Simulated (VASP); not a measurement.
These are r2SCAN meta-GGA, VASP's PBE PAW potentials (set 64) (plane waves; VASP) values and carry that method's errors. For the first row: Numerical set-up: 400 eV cut-off, 7×7×4 Γ-centred mesh, tetrahedra with Blöchl corrections, potentials Si Ge_d.

```tsv
system	energy (eV/atom)
SiGe (space group P6_3mc)	-11.2897
Si (diamond)	-8.7749
Ge (diamond)	-13.8670
```

The references are the elements' solids at the same level; no temperature or zero-point terms are added.

Question: What is the formation energy per atom of SiGe?

Answer: The references average (2×(-8.7749) + 2×(-13.8670))/4 = -11.3209 eV, so the formation energy is -11.2897 − (-11.3209) = 0.031 eV/atom.
